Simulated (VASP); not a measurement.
Method: PBEsol GGA, VASP's PBE PAW potentials (set 64) (plane waves; VASP 6.6.1).

VASP ran on this input.

KPOINTS:
```
Automatic mesh
0
Gamma
9 9 9
0 0 0
```

POSCAR:
```
WAl
1.0
  0.0000000000   3.0564000000   3.0564000000
  3.0564000000   0.0000000000   3.0564000000
  3.0564000000   3.0564000000   0.0000000000
W Al
1 1
Cart
  0.0000000000   0.0000000000   0.0000000000
  3.0564000000   3.0564000000   3.0564000000
```

**INCAR**
```
! general
SYSTEM   =  WAl
PREC     =  Accurate
ENCUT    =  400
LREAL    =  .FALSE.   ! projection in real space or not
LASPH    =  .TRUE.   ! aspherical one-centre terms

! electronic loop
EDIFF    =  1E-6   ! SCF stop (eV)
NELM     =  100   ! most electronic steps
ALGO     =  Normal   ! blocked Davidson
LMAXMIX  =  6

! smearing
ISMEAR   =  1
SIGMA    =  0.1   ! width (eV)

! functional
GGA      =  PS

! ions
IBRION   =  2
NSW      =  60   ! most ionic steps
ISIF     =  3
EDIFFG   =  -0.01   ! ionic stop

! output
LWAVE    =  .FALSE.
LCHARG   =  .FALSE.
```

POTCAR, in this order: W_sv Al (PBE.64 set). Program: vasp_std.

Output

File OSZICAR:
```
       N       E                     dE             d eps       ncg     rms          rms(c)
DAV:   1     0.601795345194E+02    0.60180E+02   -0.73316E+03   936   0.108E+03
DAV:   2    -0.113095373483E+02   -0.71489E+02   -0.69147E+02   960   0.253E+02
DAV:   3    -0.140000342577E+02   -0.26905E+01   -0.25232E+01  1160   0.412E+01
DAV:   4    -0.140706165673E+02   -0.70582E-01   -0.70299E-01   976   0.579E+00
DAV:   5    -0.140724237302E+02   -0.18072E-02   -0.18061E-02  1148   0.885E-01    0.829E+00
DAV:   6    -0.127729141040E+02    0.12995E+01   -0.11444E+01   900   0.212E+01    0.279E+00
DAV:   7    -0.126168366434E+02    0.15608E+00   -0.87050E-01   896   0.647E+00    0.101E+00
DAV:   8    -0.126008001564E+02    0.16036E-01   -0.54434E-02  1024   0.134E+00    0.222E-01
DAV:   9    -0.126005993095E+02    0.20085E-03   -0.15989E-03   968   0.279E-01    0.107E-01
DAV:  10    -0.126006123753E+02   -0.13066E-04   -0.76133E-05  1028   0.107E-01    0.246E-02
DAV:  11    -0.126006136166E+02   -0.12413E-05   -0.10117E-05   904   0.312E-02    0.497E-03
DAV:  12    -0.126006129580E+02    0.65863E-06   -0.11188E-06   524   0.126E-02
   1 F= -.12600613E+02 E0= -.12600752E+02  d E =-.126006E+02
       N       E                     dE             d eps       ncg     rms          rms(c)
DAV:   1    -0.114189313346E+03   -0.10159E+03   -0.17897E+03   840   0.463E+02    0.123E+02
DAV:   2    -0.280177136842E+02    0.86172E+02   -0.18835E+02   852   0.235E+02    0.249E+01
DAV:   3    -0.157640629924E+02    0.12254E+02   -0.40606E+01   940   0.837E+01    0.347E+01
DAV:   4    -0.166958797438E+02   -0.93182E+00   -0.12555E+01   908   0.316E+01    0.244E+01
DAV:   5    -0.149987306811E+02    0.16971E+01   -0.69921E+00   888   0.310E+01    0.957E-01
DAV:   6    -0.150001944892E+02   -0.14638E-02   -0.80221E-02   928   0.302E+00    0.137E+00
DAV:   7    -0.150018046021E+02   -0.16101E-02   -0.13205E-03   936   0.422E-01    0.110E+00
DAV:   8    -0.150011932353E+02    0.61137E-03   -0.42150E-03   912   0.563E-01    0.603E-02
DAV:   9    -0.150011961026E+02   -0.28673E-05   -0.33393E-05   940   0.600E-02    0.337E-02
DAV:  10    -0.150011952554E+02    0.84720E-06   -0.55838E-07   612   0.783E-03
   2 F= -.15001195E+02 E0= -.15000358E+02  d E =-.240058E+01
       N       E                     dE             d eps       ncg     rms          rms(c)
DAV:   1    -0.258555011817E+02   -0.10854E+02   -0.21341E+02   860   0.223E+02    0.228E+01
DAV:   2    -0.160640437328E+02    0.97915E+01   -0.44467E+01   840   0.648E+01    0.527E+00
DAV:   3    -0.159027095846E+02    0.16133E+00   -0.74467E-01   872   0.878E+00    0.258E+00
DAV:   4    -0.158388057488E+02    0.63904E-01   -0.23173E-01   860   0.485E+00    0.601E-01
DAV:   5    -0.158418560984E+02   -0.30503E-02   -0.61989E-03   972   0.928E-01    0.299E-01
DAV:   6    -0.158419656341E+02   -0.10954E-03   -0.36160E-04   896   0.232E-01    0.293E-02
DAV:   7    -0.158419634006E+02    0.22335E-05   -0.18743E-05   960   0.323E-02    0.119E-02
DAV:   8    -0.158419649577E+02   -0.15571E-05   -0.20173E-06   796   0.155E-02    0.556E-03
DAV:   9    -0.158419644870E+02    0.47063E-06   -0.33171E-07   424   0.572E-03
   3 F= -.15841964E+02 E0= -.15841474E+02  d E =-.324135E+01
       N       E                     dE             d eps       ncg     rms          rms(c)
DAV:   1    -0.158716381003E+02   -0.29673E-01   -0.55033E-01   848   0.103E+01    0.180E+00
DAV:   2    -0.158447473863E+02    0.26891E-01   -0.94982E-02   852   0.319E+00    0.289E-01
DAV:   3    -0.158439726659E+02    0.77472E-03   -0.19471E-03   868   0.482E-01    0.242E-01
DAV:   4    -0.158437242020E+02    0.24846E-03   -0.94327E-04   860   0.292E-01    0.539E-02
DAV:   5    -0.158437264354E+02   -0.22334E-05   -0.45820E-05   912   0.705E-02    0.384E-02
DAV:   6    -0.158437270858E+02   -0.65048E-06   -0.64371E-06   896   0.291E-02
   4 F= -.15843727E+02 E0= -.15843096E+02  d E =-.324311E+01
       N       E                     dE             d eps       ncg     rms          rms(c)
DAV:   1    -0.158447620543E+02   -0.10356E-02   -0.19654E-02   848   0.196E+00    0.338E-01
DAV:   2    -0.158437670867E+02    0.99497E-03   -0.38556E-03   852   0.633E-01    0.598E-02
DAV:   3    -0.158437430005E+02    0.24086E-04   -0.53883E-05   856   0.739E-02    0.413E-02
DAV:   4    -0.158437321520E+02    0.10848E-04   -0.34768E-05   856   0.581E-02    0.125E-02
DAV:   5    -0.158437319183E+02    0.23370E-06   -0.80878E-07   556   0.111E-02
   5 F= -.15843732E+02 E0= -.15843127E+02  d E =-.483249E-05
       N       E                     dE             d eps       ncg     rms          rms(c)
DAV:   1    -0.158439460515E+02   -0.21390E-03   -0.37500E-03   848   0.856E-01    0.149E-01
DAV:   2    -0.158437546089E+02    0.19144E-03   -0.72596E-04   852   0.276E-01    0.256E-02
DAV:   3    -0.158437502153E+02    0.43935E-05   -0.10492E-05   856   0.335E-02    0.184E-02
DAV:   4    -0.158437488296E+02    0.13858E-05   -0.65309E-06   860   0.254E-02    0.549E-03
DAV:   5    -0.158437490839E+02   -0.25436E-06   -0.14793E-07   420   0.477E-03
   6 F= -.15843749E+02 E0= -.15843131E+02  d E =-.219981E-04
```

File OUTCAR:
```
------------------------ aborting loop because EDIFF is reached ----------------------------------------
  FORCE on cell =-STRESS in cart. coord.  units (eV):
  Direction    XX          YY          ZZ          XY          YZ          ZX
  --------------------------------------------------------------------------------------
  Total        0.0002781      0.0002781      0.0002781      0.0000000      0.0000000     -0.0000000
  in kB        0.0135341      0.0135341      0.0135341      0.0000000      0.0000000     -0.0000000
  external PRESSURE =       0.0135341 kB  Pullay stress =       0.0000000 kB
  volume of cell :       32.93
      direct lattice vectors                 reciprocal lattice vectors
     0.000000000  2.543944460  2.543944460    -0.196545171  0.196545171  0.196545171
     2.543944460  0.000000000  2.543944460     0.196545171 -0.196545171  0.196545171
     2.543944460  2.543944460 -0.000000000     0.196545171  0.196545171 -0.196545171
 POSITION                                       TOTAL-FORCE (eV/Angst)
 -----------------------------------------------------------------------------------
      0.00000      2.54394      2.54394        -0.000000      0.000000     -0.000000
      2.54394      2.54394      2.54394         0.000000     -0.000000      0.000000
 -----------------------------------------------------------------------------------
    total drift:                               -0.000000     -0.000000      0.000000
  FREE ENERGIE OF THE ION-ELECTRON SYSTEM (eV)
  ---------------------------------------------------
  free  energy   TOTEN  =       -15.8437490839 eV

  energy  without entropy=      -15.8418957324  energy(sigma->0) =      -15.84313130

 reached required accuracy - stopping structural energy minimisation
```
(Selected blocks of OUTCAR.)

File CONTCAR:
```
WAl
   1.00000000000000
     0.0000000000000000    2.5439444595398029    2.5439444595398029
     2.5439444595398029    0.0000000000000000    2.5439444595398029
     2.5439444595398029    2.5439444595398029   -0.0000000000000000
  W               Al
     1     1
Direct
     1.0000000000000000    0.0000000000000000    0.0000000000000000
     0.5000000000000000    0.5000000000000000    0.5000000000000000
```

Energy and stress use the plane-wave basis of the starting cell.

The structure was generated: WAl was put into the rock salt type (Fm-3m), which need not be its known phase. This run relaxes it. Symmetry was kept, so distortions that lower it aren't found. The electron count is odd and the run is not spin-polarised, which forces a metal.
